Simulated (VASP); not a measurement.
An input for Quantum ESPRESSO's pw.x (written as the equivalent of a VASP run, and not itself run):

```
&CONTROL
  calculation = 'scf'
  pseudo_dir = './pseudo'
  outdir = './out'
  tprnfor = .true.
  tstress = .true.
/
&SYSTEM
  ibrav = 0
  nat = 3
  ntyp = 2
  ecutwfc = 80
  occupations = 'smearing'
  smearing = 'fermi-dirac'
  degauss = 0.00735
  input_dft = 'pbe'
/
&ELECTRONS
  conv_thr = 7.3e-08
  electron_maxstep = 100
/
ATOMIC_SPECIES
  Si 28.085 Si.upf
  Mo 95.950 Mo.upf
CELL_PARAMETERS angstrom
    -1.6050000    1.6050000    3.9250000
     1.6050000   -1.6050000    3.9250000
     1.6050000    1.6050000   -3.9250000
ATOMIC_POSITIONS crystal
  Si   0.6549790  0.6721850  0.0056340
  Si   0.3435790  0.3484550  0.0283120
  Mo   0.0014420 -0.0206400 -0.0339460
K_POINTS automatic
  1 1 1 0 0 0
```

### Question
Translate this input to VASP (INCAR, KPOINTS, POSCAR, choice of POTCAR).

### Answer
One answer among several that fit: 
File POSCAR:
```
MoSi2
1
   -1.6050000000     1.6050000000     3.9250000000
    1.6050000000    -1.6050000000     3.9250000000
    1.6050000000     1.6050000000    -3.9250000000
Si Mo
2 1
Direct
  0.6549790000   0.6721850000   0.0056340000
  0.3435790000   0.3484550000   0.0283120000
  0.0014420000  -0.0206400000  -0.0339460000
```

**KPOINTS**
```
kpoints
0
G
  1 1 1
0 0 0
```

**INCAR**
```
ALGO  =  Normal
EDIFF  =  1E-6
ENCUT  =  300
GGA  =  PE
ISIF  =  2
ISMEAR  =  -1
LASPH  =  .True.
LCHARG  =  .False.
LMAXMIX  =  4
LREAL  =  .False.
LWAVE  =  .False.
NELM  =  100
PREC  =  Accurate
SIGMA  =  0.1
SYSTEM  =  MoSi2
```

POTCAR, in this order: Si Mo_sv (PBE.64 set). Program: vasp_std.

What does not carry over: the potentials are each code's own (VASP's PAW set, PseudoDojo norm-conserving files in pw.x), so ENCUT and ecutwfc are chosen apart and not converted; conv_thr bounds pw.x's estimated SCF error, while EDIFF bounds the energy change between steps.

The structure is a typed MoSi2 crystal. The cell was not relaxed at this level, atoms are displaced from their ideal sites. The k-mesh is coarse (spacing up to 2.77 per Å, 2π included), so the numbers may not be converged in it. The run is one of a series of settings (KPOINTS 1×1×1 Γ-centred mesh against the base run), some of them coarse on purpose.
